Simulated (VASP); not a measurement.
**MgSe3 under changes of volume**

One of the cells (23.897 Å³/atom); the others are scaled copies at fixed shape and fractional positions:

```
Mg Se
1.0
     5.53017    0.00000    0.00000
    -2.76509    4.78927    0.00000
     0.00000    0.00000    3.60903
Mg Se
1 3
Direct
  0.00000 0.00000 0.00000
  0.50000 0.00000 0.50000
  0.00000 0.50000 0.50000
  0.50000 0.50000 0.50000
```

The cell was built by a generator and needn't be a form met in nature.

* Program: VASP 6.6.1
* Functional: PBE
* Potentials or basis: VASP PAW PBE potentials, release 64 (Mg, Se)
* Cutoff: 520 eV
* k mesh: 6 × 6 × 8
* Occupations: fermi-dirac, width 0.05 eV
* Spin: no spin polarisation

| volume (Å³/atom) | energy over the lowest point (meV/atom) | pressure (GPa) |
| --- | --- | --- |
| 22.023 | 18.98 | 4.3 |
| 22.491 | 8.75 | 2.8 |
| 22.960 | 2.42 | 1.6 |
| 23.897 | 0.00 | -0.6 |
| 24.365 | 3.30 | -1.6 |
| 24.834 | ? | ? |

Question: What does the run at 24.834 Å³/atom give?

Answer: Energy over the lowest point 9.22 meV/atom; pressure -2.4 GPa.

Worked out: A Birch-Murnaghan fit of order 3 (a polynomial in V^(-2/3)) to the other rows has its minimum at 23.60 Å³/atom with B0 = V·E''(V) = 53 GPa and B' = 3.9 at fixed shape and positions, which overstates the stiffness. It gives 9.24 meV/atom at 24.834 Å³/atom, against the run's 9.22, and -dE/dV = -2.5 GPa, against -2.4.

Energies are extrapolated to zero smearing.
